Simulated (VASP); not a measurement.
Given:

```
ZrS2
1.0
    1.83726    -3.18222     0.00000
    1.83726     3.18222     0.00000
    0.00000     0.00000     6.16935
Zr S
1 2
Cartesian
  0.00000   0.00000   0.00000
  1.83726   1.06074   1.44488
  1.83726  -1.06074   4.72447
```

Computed with MS2 meta-GGA, VASP's PBE PAW potentials (set 64) (plane waves; VASP). Run with 520 eV cut-off, 8×8×4 Γ-centred mesh, tetrahedra with Blöchl corrections, potentials Zr_sv S.

The cores are frozen, which limits the accuracy of field gradients.

Problem. Give the principal components of the electric field gradient (V/Å²) and the asymmetry η at each nucleus.

Solution. 
| atom | Vxx | Vyy | Vzz | η |
|---|---|---|---|---|
| Zr1 | 4.7 | 4.7 | -9.3 | 0.00 |
| S2 | 0.1 | 0.1 | -0.2 | - |
| S3 | 0.1 | 0.1 | -0.2 | - |

The compound is ZrS2 in the 1T layered structure. It was relaxed first, which changed the volume by +7 %.
